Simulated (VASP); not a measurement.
Consider the following.

```yaml
crystal:
  lattice:
    - [1.34879, -2.33617, 0.00000]
    - [1.34879, 2.33617, 0.00000]
    - [0.00000, 0.00000, 4.24536]
  atoms:
    - { symbol: Ru, position: [0.33333, 0.66667, 0.25000] }
    - { symbol: Ru, position: [0.66667, 0.33333, 0.75000] }
```

All values below come from SCAN meta-GGA, VASP's PBE PAW potentials (set 64) (plane waves; VASP 6.6.1). Settings: 520 eV cut-off, 17×17×10 Γ-centred mesh, tetrahedra with Blöchl corrections, potentials Ru_pv.

### Question
Give the energies of bands 7 to 17 at the high-symmetry points, in eV from the Fermi level.

### Answer

| band | Γ | M | K | A | L | H |
|---|---|---|---|---|---|---|
| 7 | -8.74 | -6.66 | -6.02 | -6.63 | -6.56 | -5.13 |
| 8 | -6.75 | -5.93 | -4.76 | -6.63 | -6.56 | -5.13 |
| 9 | -2.79 | -5.88 | -4.76 | -3.00 | -4.90 | -4.43 |
| 10 | -2.79 | -3.30 | -4.10 | -3.00 | -4.90 | -4.43 |
| 11 | -2.54 | -2.27 | -3.11 | -3.00 | -1.17 | -3.01 |
| 12 | -2.06 | -2.05 | -3.11 | -3.00 | -1.17 | -3.01 |
| 13 | -2.06 | -1.62 | -1.17 | -2.95 | 0.39 | -1.29 |
| 14 | -1.56 | 1.51 | 1.15 | -2.95 | 0.39 | -1.29 |
| 15 | -1.56 | 1.98 | 1.15 | 0.60 | 1.80 | 1.34 |
| 16 | 1.20 | 2.10 | 1.62 | 0.60 | 1.80 | 1.34 |
| 17 | 1.30 | 4.27 | 7.29 | 0.60 | 3.47 | 8.77 |

It has no gap at this level: it comes out as a metal or semimetal.

The compound is Ru in the hcp structure. It was relaxed first.
